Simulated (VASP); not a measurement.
All values below come from PBE GGA with D3 dispersion (Becke-Johnson damping), VASP's PBE PAW potentials (set 64) (plane waves; VASP).

Input for VASP

File KPOINTS:
```
Automatic mesh
0
Gamma
12 12 1
0 0 0
```

File POSCAR:
```
PtSe2 monolayer
1.0
  3.7728052267   0.0000000000   0.0000000000
 -1.8864026133   3.2673454219   0.0000000000
  0.0000000000   0.0000000000  17.5702957552
Se Pt
2 1
direct
  0.6666670000   0.3333330000   0.4303200000
  0.3333330000   0.6666670000   0.5696800000
  0.0000000000   0.0000000000   0.5000000000
```

### INCAR
```
! general
SYSTEM  = PtSe2 monolayer
PREC    = Normal
ENCUT   = 400
LREAL   = .FALSE.
LASPH   = .TRUE.

! electronic loop
EDIFF   = 1E-5
NELM    = 100
NELMIN  = 4
ALGO    = Normal
LMAXMIX = 6

! smearing
ISMEAR  = 0
SIGMA   = 0.05

! functional
GGA     = PE
IVDW    = 12

! ions
IBRION  = 2
NSW     = 50
ISIF    = 4
EDIFFG  = -0.03

! output
LWAVE   = .TRUE.
LCHARG  = .FALSE.
```

POTCAR, in this order: Se Pt (PBE.64 set). Program: vasp_std.

The resulting files:

**OSZICAR**
```
       N       E                     dE             d eps       ncg     rms          rms(c)
DAV:   1     0.152521157708E+03    0.15252E+03   -0.69019E+03   570   0.893E+02
DAV:   2    -0.103617199709E+01   -0.15356E+03   -0.14916E+03   876   0.184E+02
DAV:   3    -0.148980402684E+02   -0.13862E+02   -0.13790E+02   752   0.676E+01
DAV:   4    -0.150943619125E+02   -0.19632E+00   -0.19613E+00   696   0.935E+00
DAV:   5    -0.150985202833E+02   -0.41584E-02   -0.41577E-02   816   0.125E+00    0.130E+01
DAV:   6    -0.144288102106E+02    0.66971E+00   -0.53993E+00   696   0.230E+01    0.723E+00
DAV:   7    -0.142765363326E+02    0.15227E+00   -0.13179E+00   682   0.120E+01    0.337E+00
DAV:   8    -0.142393198623E+02    0.37216E-01   -0.88606E-02   766   0.297E+00    0.712E-01
DAV:   9    -0.142360972384E+02    0.32226E-02   -0.22393E-02   759   0.143E+00    0.199E-01
DAV:  10    -0.142362332596E+02   -0.13602E-03   -0.16381E-03   808   0.341E-01    0.105E-01
DAV:  11    -0.142363182649E+02   -0.85005E-04   -0.55349E-05   731   0.628E-02    0.421E-02
DAV:  12    -0.142363236964E+02   -0.54315E-05   -0.74075E-05   745   0.815E-02
   1 F= -.15115663E+02 E0= -.15115663E+02  d E =-.151157E+02
       N       E                     dE             d eps       ncg     rms          rms(c)
DAV:   1    -0.143374589555E+02   -0.10114E+00   -0.31950E+00   626   0.124E+01    0.993E-01
DAV:   2    -0.142981943508E+02    0.39265E-01   -0.19454E-01   728   0.332E+00    0.662E-01
DAV:   3    -0.142903024692E+02    0.78919E-02   -0.22094E-02   745   0.140E+00    0.349E-01
DAV:   4    -0.142860897286E+02    0.42127E-02   -0.92482E-03   787   0.596E-01    0.164E-01
DAV:   5    -0.142853603269E+02    0.72940E-03   -0.14412E-03   808   0.240E-01    0.718E-02
DAV:   6    -0.142851406488E+02    0.21968E-03   -0.15268E-04   794   0.984E-02    0.239E-02
DAV:   7    -0.142850572861E+02    0.83363E-04   -0.12287E-04   801   0.499E-02    0.152E-02
DAV:   8    -0.142851114443E+02   -0.54158E-04   -0.10746E-04   654   0.478E-02    0.979E-03
DAV:   9    -0.142851509836E+02   -0.39539E-04   -0.98213E-06   579   0.195E-02    0.447E-03
DAV:  10    -0.142851920329E+02   -0.41049E-04   -0.50467E-06   516   0.945E-03    0.327E-03
DAV:  11    -0.142852213777E+02   -0.29345E-04   -0.35645E-06   565   0.749E-03    0.151E-03
DAV:  12    -0.142852417572E+02   -0.20380E-04   -0.27239E-06   600   0.449E-03    0.141E-03
DAV:  13    -0.142852582958E+02   -0.16539E-04   -0.69438E-07   565   0.234E-03    0.613E-04
DAV:  14    -0.142852731360E+02   -0.14840E-04   -0.10923E-06   488   0.237E-03    0.633E-04
DAV:  15    -0.142852763011E+02   -0.31651E-05   -0.20102E-07   551   0.102E-03
   2 F= -.15171200E+02 E0= -.15171200E+02  d E =-.555375E-01
       N       E                     dE             d eps       ncg     rms          rms(c)
DAV:   1    -0.143151596520E+02   -0.29887E-01   -0.14995E+00   633   0.850E+00    0.675E-01
DAV:   2    -0.142982494245E+02    0.16910E-01   -0.87439E-02   735   0.223E+00    0.439E-01
DAV:   3    -0.142946611023E+02    0.35883E-02   -0.98683E-03   759   0.955E-01    0.233E-01
DAV:   4    -0.142927896867E+02    0.18714E-02   -0.39031E-03   773   0.393E-01    0.108E-01
DAV:   5    -0.142924521551E+02    0.33753E-03   -0.64785E-04   808   0.164E-01    0.472E-02
DAV:   6    -0.142923631837E+02    0.88971E-04   -0.67170E-05   787   0.633E-02    0.159E-02
DAV:   7    -0.142923441164E+02    0.19067E-04   -0.52918E-05   773   0.331E-02    0.991E-03
DAV:   8    -0.142923997242E+02   -0.55608E-04   -0.46139E-05   640   0.319E-02    0.704E-03
DAV:   9    -0.142924340631E+02   -0.34339E-04   -0.50668E-06   544   0.140E-02    0.291E-03
DAV:  10    -0.142924623578E+02   -0.28295E-04   -0.26776E-06   516   0.669E-03    0.199E-03
DAV:  11    -0.142924792172E+02   -0.16859E-04   -0.20006E-06   565   0.487E-03    0.106E-03
DAV:  12    -0.142924900826E+02   -0.10865E-04   -0.94397E-07   586   0.275E-03    0.872E-04
DAV:  13    -0.142924976025E+02   -0.75198E-05   -0.47780E-07   551   0.179E-03
   3 F= -.15182554E+02 E0= -.15182554E+02  d E =-.668918E-01
       N       E                     dE             d eps       ncg     rms          rms(c)
DAV:   1    -0.142923479286E+02    0.14215E-03   -0.36182E-03   717   0.416E-01    0.327E-02
DAV:   2    -0.142923105710E+02    0.37358E-04   -0.18788E-04   707   0.104E-01    0.204E-02
DAV:   3    -0.142923016148E+02    0.89561E-05   -0.21806E-05   551   0.454E-02    0.109E-02
DAV:   4    -0.142922967203E+02    0.48946E-05   -0.97222E-06   565   0.208E-02
   4 F= -.15182549E+02 E0= -.15182549E+02  d E =-.668862E-01
       N       E                     dE             d eps       ncg     rms          rms(c)
DAV:   1    -0.142921598247E+02    0.14179E-03   -0.13822E-01   654   0.249E+00    0.265E-01
DAV:   2    -0.142908151338E+02    0.13447E-02   -0.55605E-03   640   0.624E-01    0.115E-01
DAV:   3    -0.142904164196E+02    0.39871E-03   -0.65941E-04   773   0.213E-01    0.598E-02
DAV:   4    -0.142902586159E+02    0.15780E-03   -0.30897E-04   780   0.110E-01    0.286E-02
DAV:   5    -0.142902285567E+02    0.30059E-04   -0.44065E-05   780   0.432E-02    0.100E-02
DAV:   6    -0.142902248752E+02    0.36815E-05   -0.96163E-06   586   0.146E-02
   5 F= -.15183441E+02 E0= -.15183441E+02  d E =-.892731E-03
       N       E                     dE             d eps       ncg     rms          rms(c)
DAV:   1    -0.142908042236E+02   -0.57567E-03   -0.35531E-01   640   0.400E+00    0.428E-01
DAV:   2    -0.142873594077E+02    0.34448E-02   -0.14427E-02   647   0.100E+00    0.185E-01
DAV:   3    -0.142863429847E+02    0.10164E-02   -0.16791E-03   738   0.339E-01    0.963E-02
DAV:   4    -0.142859485114E+02    0.39447E-03   -0.80079E-04   780   0.177E-01    0.457E-02
DAV:   5    -0.142858744652E+02    0.74046E-04   -0.11393E-04   787   0.691E-02    0.161E-02
DAV:   6    -0.142858604194E+02    0.14046E-04   -0.26833E-05   607   0.241E-02    0.606E-03
DAV:   7    -0.142858800975E+02   -0.19678E-04   -0.83301E-06   481   0.131E-02    0.411E-03
DAV:   8    -0.142859185916E+02   -0.38494E-04   -0.97314E-06   481   0.138E-02    0.243E-03
DAV:   9    -0.142859427169E+02   -0.24125E-04   -0.40991E-06   502   0.801E-03    0.164E-03
DAV:  10    -0.142859489809E+02   -0.62640E-05   -0.42550E-07   593   0.333E-03
   6 F= -.15183929E+02 E0= -.15183929E+02  d E =-.137996E-02
```

**OUTCAR**
```
------------------------ aborting loop because EDIFF is reached ----------------------------------------
 Edisp (eV)   -0.89798
  FORCE on cell =-STRESS in cart. coord.  units (eV):
  Direction    XX          YY          ZZ          XY          YZ          ZX
  --------------------------------------------------------------------------------------
  Total      -0.03181    -0.03181    -0.09538    -0.00000     0.00000     0.00000
  in kB      -0.23531    -0.23531    -0.70558    -0.00000     0.00000     0.00000
  external pressure =       -0.39 kB  Pullay stress =        0.00 kB
  volume of cell :      216.59
      direct lattice vectors                 reciprocal lattice vectors
     3.705213958 -0.000000000  0.000000000     0.269889947  0.155821022 -0.000000000
    -1.852606979  3.208809656 -0.000000000     0.000000000  0.311642044  0.000000000
     0.000000000 -0.000000000 18.217184629    -0.000000000  0.000000000  0.054893224
 POSITION                                       TOTAL-FORCE (eV/Angst)
 -----------------------------------------------------------------------------------
      1.85261      1.06960      7.78157         0.000000     -0.000000      0.017553
     -0.00000      2.13921     10.43562        -0.000000      0.000000     -0.017553
      0.00000     -0.00000      9.10859         0.000000      0.000000     -0.000000
 -----------------------------------------------------------------------------------
    total drift:                                0.000000      0.000000      0.000000
  FREE ENERGIE OF THE ION-ELECTRON SYSTEM (eV)
  ---------------------------------------------------
  free  energy   TOTEN  =       -15.1839286865 eV

  energy  without entropy=      -15.1839286865  energy(sigma->0) =      -15.18392869

 reached required accuracy - stopping structural energy minimisation
```
(Selected blocks of OUTCAR.)

### CONTCAR
```
PtSe2 monolayer
   1.00000000000000
     3.7052139583511936   -0.0000000000006455    0.0000000000000001
    -1.8526069791270514    3.2088096562843975   -0.0000000000000002
     0.0000000000000003   -0.0000000000000001   18.2171846289674555
  Se              Pt
     2     1
Direct
     0.6666669999999968    0.3333330000000032    0.4271554131865250
     0.3333330000000032    0.6666669999999968    0.5728445868134749
     0.0000000000000000    0.0000000000000000    0.5000000000000000
```

OUTCAR:
```
 val. band max:       -2.5295887279   @ k =   0.0833   0.0000   0.0000

 cond. band min:      -1.1662309474   @ k =   0.2500  -0.0000   0.0000


 Fermi energy:        -2.2578541610

 k-point     1 :       0.0000    0.0000    0.0000
  band No.  band energies     occupation
      1     -16.5789      2.00000
      2     -14.8226      2.00000
      3      -7.6924      2.00000
      4      -7.6225      2.00000
      5      -7.6225      2.00000
      6      -5.4155      2.00000
      7      -5.4155      2.00000
      8      -3.8493      2.00000
      9      -3.2195      2.00000
     10      -2.5333      2.00000
     11      -2.5333      2.00000
     12       0.4188      0.00000
     13       0.4188      0.00000
     14       1.9529      0.00000
     15       2.7028      0.00000

 k-point     2 :       0.0833    0.0000    0.0000
  band No.  band energies     occupation
      1     -16.5038      2.00000
      2     -14.8256      2.00000
      3      -7.6439      2.00000
      4      -7.6125      2.00000
      5      -7.5778      2.00000
      6      -5.5200      2.00000
      7      -5.4698      2.00000
      8      -4.0864      2.00000
      9      -3.0881      2.00000
     10      -2.5976      2.00000
     11      -2.5296      2.00000
     12      -0.0810      0.00000
     13       0.3048      0.00000
     14       2.2035      0.00000
     15       2.8339      0.00000

 k-point     3 :       0.1667   -0.0000    0.0000
  band No.  band energies     occupation
      1     -16.2880      2.00000
      2     -14.8351      2.00000
      3      -7.6676      2.00000
      4      -7.4600      2.00000
      5      -7.3982      2.00000
      6      -5.9048      2.00000
      7      -5.5797      2.00000
      8      -4.5326      2.00000
      9      -2.8331      2.00000
     10      -2.7441      2.00000
     11      -2.6008      2.00000
     12      -0.9123      0.00000
     13       0.0982      0.00000
     14       2.7237      0.00000
     15       3.1178      0.00000
...
```

Unless said otherwise, spin-orbit coupling is left out, though it shifts the bands of the heavy elements here.

The cell is a sheet with vacuum, built from PtSe2 (1T layered).
